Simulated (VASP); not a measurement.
Computed with PBE GGA, VASP's PBE PAW potentials (set 64) (plane waves; VASP 6.6.1).

The input files of a VASP run:

**POSCAR**
```
SnSe2
1
    1.9023384198    -3.2949473349     0.0000000000
    1.9023384198     3.2949473349     0.0000000000
    0.0000000000     0.0000000000     5.7749833571
Sn Se
1 2
Direct
  0.0000000000   0.0000000000   0.0000000000
  0.3333330000   0.6666670000   0.2756235090
  0.6666670000   0.3333330000   0.7243764910
```

### INCAR
```
# general
SYSTEM  = SnSe2
PREC    = Accurate
ENCUT   = 500
LREAL   = F
LASPH   = T

# electronic loop
EDIFF   = 1E-6
NELM    = 100
ALGO    = Normal
LMAXMIX = 4

# smearing
ISMEAR  = 0
SIGMA   = 0.05

# functional
GGA     = PE

# ions
IBRION  = 2
NSW     = 40
ISIF    = 3
EDIFFG  = -0.02
PSTRESS = 100

# output
LWAVE   = F
LCHARG  = F
```

**KPOINTS**
```
K-points
0
G
7 7 4
```

POTCAR, in this order: Sn_d Se (PBE.64 set). Program: vasp_std.

What VASP printed:

**OUTCAR**
```
 ion  position               nearest neighbor table
   1  0.000  0.000  0.000-   2 2.71   3 2.71   3 2.71   2 2.71   3 2.71   2 2.71
   2  0.333  0.667  0.276-   1 2.71   1 2.71   1 2.71
   3  0.667  0.333  0.724-   1 2.71   1 2.71   1 2.71
  LATTYP: Found a hexagonal cell.
 ALAT       =     3.8046773061
 C/A-ratio  =     1.5178641689
 Subroutine PRICEL returns:
 Original cell was already a primitive cell.
 Subroutine GETGRP returns: Found 12 space group operations
The static configuration has the point symmetry D_3d.
The dynamic configuration has the point symmetry D_3d.
 Subroutine INISYM returns: Found 12 space group operations
 Subroutine IBZKPT returns following result:
 Found     28 irreducible k-points:

 Following reciprocal coordinates:
            Coordinates               Weight
  0.000000  0.000000  0.000000      1.000000
  0.142857  0.000000  0.000000      6.000000
  0.285714  0.000000  0.000000      6.000000
  0.428571  0.000000  0.000000      6.000000
  0.142857  0.142857  0.000000      6.000000
  0.285714  0.142857  0.000000     12.000000
  0.428571  0.142857  0.000000      6.000000
  0.285714  0.285714  0.000000      6.000000
  0.000000  0.000000  0.250000      2.000000
  0.142857  0.000000  0.250000      6.000000
  0.000000  0.142857  0.250000      6.000000
  0.285714  0.000000  0.250000      6.000000
  0.000000  0.285714  0.250000      6.000000
  0.428571  0.000000  0.250000      6.000000
  0.000000  0.428571  0.250000      6.000000
  0.142857  0.142857  0.250000     12.000000
  0.285714  0.142857  0.250000     12.000000
 -0.142857  0.428571  0.250000     12.000000
  0.428571  0.142857  0.250000     12.000000
  0.285714  0.285714  0.250000     12.000000
  0.000000  0.000000  0.500000      1.000000
  0.142857  0.000000  0.500000      6.000000
...
```

**OSZICAR**
```
...
DAV:   5    -0.114805000257E+02    0.19294E-04   -0.31276E-05  1046   0.505E-02    0.237E-02
DAV:   6    -0.114804972571E+02    0.27685E-05   -0.10254E-05  1428   0.375E-02    0.528E-03
DAV:   7    -0.114804971528E+02    0.10436E-06   -0.77772E-07   580   0.798E-03
   5 F= -.72677354E+01 E0= -.72677035E+01  d E =-.211531E-01
       N       E                     dE             d eps       ncg     rms          rms(c)
DAV:   1    -0.114862395557E+02   -0.57423E-02   -0.73707E-01   969   0.641E+00    0.654E-01
DAV:   2    -0.114795564935E+02    0.66831E-02   -0.47277E-02  1131   0.229E+00    0.379E-01
DAV:   3    -0.114761021027E+02    0.34544E-02   -0.56902E-03  1255   0.905E-01    0.147E-01
DAV:   4    -0.114757503953E+02    0.35171E-03   -0.11568E-03  1315   0.429E-01    0.407E-02
DAV:   5    -0.114757469307E+02    0.34646E-05   -0.13310E-04  1407   0.108E-01    0.182E-02
DAV:   6    -0.114757465811E+02    0.34963E-06   -0.15282E-05  1030   0.315E-02    0.437E-03
DAV:   7    -0.114757467017E+02   -0.12056E-06   -0.13209E-06   741   0.136E-02
   6 F= -.72727732E+01 E0= -.72724065E+01  d E =-.503776E-02
       N       E                     dE             d eps       ncg     rms          rms(c)
DAV:   1    -0.115047974683E+02   -0.29051E-01   -0.30895E+00   970   0.131E+01    0.135E+00
DAV:   2    -0.114775247233E+02    0.27273E-01   -0.19689E-01  1100   0.441E+00    0.771E-01
DAV:   3    -0.114628911191E+02    0.14634E-01   -0.25618E-02  1240   0.158E+00    0.288E-01
DAV:   4    -0.114615940049E+02    0.12971E-02   -0.40663E-03  1232   0.763E-01    0.913E-02
DAV:   5    -0.114615641589E+02    0.29846E-04   -0.45850E-04  1394   0.212E-01    0.440E-02
DAV:   6    -0.114615627103E+02    0.14485E-05   -0.63476E-05  1046   0.602E-02    0.972E-03
DAV:   7    -0.114615634389E+02   -0.72853E-06   -0.67509E-06  1087   0.270E-02
   7 F= -.72799496E+01 E0= -.72793929E+01  d E =-.122142E-01
       N       E                     dE             d eps       ncg     rms          rms(c)
DAV:   1    -0.115810354994E+02   -0.11947E+00   -0.12580E+01   971   0.264E+01    0.278E+00
DAV:   2    -0.114747666795E+02    0.10627E+00   -0.78427E-01  1089   0.896E+00    0.159E+00
DAV:   3    -0.114137647205E+02    0.61002E-01   -0.10182E-01  1312   0.298E+00    0.559E-01
DAV:   4    -0.114086053920E+02    0.51593E-02   -0.14366E-02  1149   0.125E+00    0.184E-01
DAV:   5    -0.114084403691E+02    0.16502E-03   -0.13524E-03  1446   0.391E-01    0.930E-02
DAV:   6    -0.114084227655E+02    0.17604E-04   -0.22753E-04  1048   0.110E-01    0.181E-02
DAV:   7    -0.114084251975E+02   -0.24320E-05   -0.25485E-05  1121   0.462E-02    0.796E-03
DAV:   8    -0.114084252509E+02   -0.53479E-07   -0.24473E-06   807   0.178E-02
   8 F= -.72753172E+01 E0= -.72753170E+01  d E =-.758181E-02
       N       E                     dE             d eps       ncg     rms          rms(c)
DAV:   1    -0.115172899826E+02   -0.10886E+00   -0.50805E+00   971   0.179E+01    0.175E+00
DAV:   2    -0.114737099155E+02    0.43580E-01   -0.31934E-01  1132   0.600E+00    0.101E+00
DAV:   3    -0.114492262824E+02    0.24484E-01   -0.35984E-02  1346   0.200E+00    0.375E-01
DAV:   4    -0.114467368742E+02    0.24894E-02   -0.55075E-03  1351   0.975E-01    0.866E-02
DAV:   5    -0.114467025938E+02    0.34280E-04   -0.61206E-04  1489   0.251E-01    0.356E-02
DAV:   6    -0.114467008414E+02    0.17524E-05   -0.78451E-05  1014   0.734E-02    0.871E-03
DAV:   7    -0.114467017157E+02   -0.87428E-06   -0.69364E-06  1134   0.274E-02
   9 F= -.72822376E+01 E0= -.72821970E+01  d E =-.145022E-01
       N       E                     dE             d eps       ncg     rms          rms(c)
DAV:   1    -0.114624709358E+02   -0.15770E-01   -0.53822E-01   960   0.558E+00    0.457E-01
DAV:   2    -0.114617082630E+02    0.76267E-03   -0.31885E-02  1133   0.157E+00    0.233E-01
DAV:   3    -0.114603575615E+02    0.13507E-02   -0.23940E-03  1309   0.619E-01    0.974E-02
DAV:   4    -0.114601818966E+02    0.17566E-03   -0.43802E-04  1345   0.287E-01    0.304E-02
DAV:   5    -0.114601624561E+02    0.19441E-04   -0.65211E-05  1467   0.996E-02    0.898E-03
DAV:   6    -0.114601615392E+02    0.91690E-06   -0.93124E-06  1054   0.335E-02
  10 F= -.72843058E+01 E0= -.72843050E+01  d E =-.206826E-02
       N       E                     dE             d eps       ncg     rms          rms(c)
DAV:   1    -0.114606532349E+02   -0.49078E-03   -0.98289E-04   965   0.237E-01    0.193E-02
DAV:   2    -0.114606518185E+02    0.14163E-05   -0.58786E-05  1129   0.747E-02    0.999E-03
DAV:   3    -0.114606491460E+02    0.26725E-05   -0.48367E-06  1112   0.288E-02    0.430E-03
DAV:   4    -0.114606485609E+02    0.58519E-06   -0.64005E-07   499   0.118E-02
  11 F= -.72843089E+01 E0= -.72843082E+01  d E =-.207133E-02
       N       E                     dE             d eps       ncg     rms          rms(c)
DAV:   1    -0.114491704466E+02    0.11479E-01   -0.82229E-02  1209   0.380E+00    0.270E-01
DAV:   2    -0.114474961222E+02    0.16743E-02   -0.47976E-03  1261   0.101E+00    0.132E-01
DAV:   3    -0.114469814073E+02    0.51471E-03   -0.16164E-03  1204   0.629E-01    0.292E-02
DAV:   4    -0.114469776673E+02    0.37400E-05   -0.89900E-05  1059   0.921E-02    0.151E-02
DAV:   5    -0.114469758139E+02    0.18534E-05   -0.67372E-06  1439   0.348E-02    0.506E-03
DAV:   6    -0.114469760380E+02   -0.22404E-06   -0.67632E-07   547   0.969E-03
  12 F= -.72853572E+01 E0= -.72853569E+01  d E =-.104825E-02
       N       E                     dE             d eps       ncg     rms          rms(c)
DAV:   1    -0.114367564668E+02    0.10219E-01   -0.55034E-02  1215   0.311E+00    0.221E-01
DAV:   2    -0.114356364814E+02    0.11200E-02   -0.31881E-03  1253   0.821E-01    0.108E-01
DAV:   3    -0.114352927023E+02    0.34378E-03   -0.10831E-03  1219   0.515E-01    0.239E-02
DAV:   4    -0.114352907672E+02    0.19351E-05   -0.60442E-05  1052   0.757E-02    0.124E-02
DAV:   5    -0.114352898810E+02    0.88620E-06   -0.44993E-06  1354   0.285E-02
  13 F= -.72856760E+01 E0= -.72856759E+01  d E =-.136707E-02
       N       E                     dE             d eps       ncg     rms          rms(c)
DAV:   1    -0.114332141437E+02    0.20766E-02   -0.17456E-03  1226   0.554E-01    0.386E-02
DAV:   2    -0.114331787382E+02    0.35405E-04   -0.98699E-05  1245   0.145E-01    0.189E-02
DAV:   3    -0.114331682298E+02    0.10508E-04   -0.33722E-05  1241   0.910E-02    0.423E-03
DAV:   4    -0.114331685456E+02   -0.31574E-06   -0.16704E-06   550   0.134E-02
  14 F= -.72856851E+01 E0= -.72856850E+01  d E =-.137622E-02
       N       E                     dE             d eps       ncg     rms          rms(c)
DAV:   1    -0.114422741248E+02   -0.91059E-02   -0.30283E-02  1220   0.227E+00    0.176E-01
DAV:   2    -0.114416195732E+02    0.65455E-03   -0.20686E-03  1224   0.690E-01    0.911E-02
DAV:   3    -0.114413825639E+02    0.23701E-03   -0.52156E-04  1235   0.379E-01    0.220E-02
DAV:   4    -0.114413715543E+02    0.11010E-04   -0.44486E-05  1349   0.685E-02    0.976E-03
DAV:   5    -0.114413683965E+02    0.31578E-05   -0.36727E-06  1045   0.253E-02    0.211E-03
DAV:   6    -0.114413683798E+02    0.16691E-07   -0.66324E-07   558   0.938E-03
  15 F= -.72858450E+01 E0= -.72858449E+01  d E =-.159832E-03
       N       E                     dE             d eps       ncg     rms          rms(c)
DAV:   1    -0.114401250940E+02    0.12433E-02   -0.76151E-04  1219   0.359E-01    0.280E-02
DAV:   2    -0.114401083761E+02    0.16718E-04   -0.51881E-05  1225   0.110E-01    0.144E-02
DAV:   3    -0.114401031018E+02    0.52743E-05   -0.12996E-05  1251   0.606E-02    0.347E-03
DAV:   4    -0.114401033545E+02   -0.25268E-06   -0.77165E-07   529   0.106E-02
  16 F= -.72858507E+01 E0= -.72858506E+01  d E =-.165595E-03
```

**OUTCAR**
```
------------------------ aborting loop because EDIFF is reached ----------------------------------------
  FORCE on cell =-STRESS in cart. coord.  units (eV):
  Direction    XX          YY          ZZ          XY          YZ          ZX
  --------------------------------------------------------------------------------------
  Total        4.1181120      4.1181175      4.1822700     -0.0000000      0.0000000     -0.0000000
  in kB       99.1300328     99.1301661    100.6744250     -0.0000000      0.0000000     -0.0000000
  external PRESSURE =      -0.3551254 kB  Pullay stress =     100.0000000 kB
  volume of cell :       66.56
      direct lattice vectors                 reciprocal lattice vectors
     1.886744622 -3.267939743 -0.000000000     0.265006718 -0.153001597 -0.000000000
     1.886744622  3.267939743  0.000000000     0.265006718  0.153001597 -0.000000000
     0.000000000  0.000000000  5.397421441     0.000000000 -0.000000000  0.185273655
 POSITION                                       TOTAL-FORCE (eV/Angst)
 -----------------------------------------------------------------------------------
      0.00000      0.00000      0.00000        -0.000000      0.000000      0.000000
      1.88674      1.08932      1.59007         0.000000     -0.000000     -0.019735
      1.88674     -1.08932      3.80735         0.000000      0.000000      0.019735
 -----------------------------------------------------------------------------------
    total drift:                                0.000000     -0.000000      0.000000
  FREE ENERGIE OF THE ION-ELECTRON SYSTEM (eV)
  ---------------------------------------------------
  free  energy   TOTEN  =       -11.4401033545 eV

  energy  without entropy=      -11.4401032126  energy(sigma->0) =      -11.44010328
  enthalpy is  TOTEN    =        -7.2858507201 eV   P V=        4.1542526343

 reached required accuracy - stopping structural energy minimisation
```
(Selected blocks of OUTCAR.)

**CONTCAR**
```
SnSe2
   1.00000000000000
     1.8867446217591621   -3.2679397430264410   -0.0000000000000001
     1.8867446217591621    3.2679397430264410    0.0000000000000001
     0.0000000000000000    0.0000000000000000    5.3974214408857222
  Sn              Se
     1     2
Direct
     0.0000000000000000    0.0000000000000000    0.0000000000000000
     0.3333330000000032    0.6666669999999968    0.2945986686154431
     0.6666669999999968    0.3333330000000032    0.7054013313845567
```

Energy and stress use the plane-wave basis of the starting cell. Without a dispersion term in the relaxation, distances and binding between the weakly bound layers, chains or molecules are unreliable, and so is what depends on them.

The compound is SnSe2 in the 1T layered structure. This run relaxes it under an external pressure of 10 GPa. Symmetry was kept, so distortions that lower it aren't found.
